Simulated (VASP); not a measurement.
Runs of VASP 6.6.1 on CH4. The cell holds a molecule in a box, 5 atoms: a = 12.228 Å, b = 12.728 Å, c = 13.228 Å, α = 90.00°, β = 90.00°, γ = 90.00°. 

| level | gap on the mesh (eV) | largest force (eV/Å) |
| --- | --- | --- |
| RPBE | 8.83 | 0.05 |
| RPBE+D3(BJ) | 8.83 | 0.04 |
| optB86b-vdW | (a) | 0.04 |
| r2SCAN+rVV10 | 9.70 | 0.23 |

Alike in all rows: task single point; potentials or basis VASP PAW PBE potentials, release 64 (C, H); no spin polarisation; cell as given; k mesh 1 × 1 × 1; cutoff (eV) 400; smearing gaussian 0.01 eV.

Task: Fill in the values left out.

Result: (a) 8.67.

Caveats: the PAW data sets were made with another functional, which shifts forces and pressure a little.

Runs at the PBE level aren't shown here.
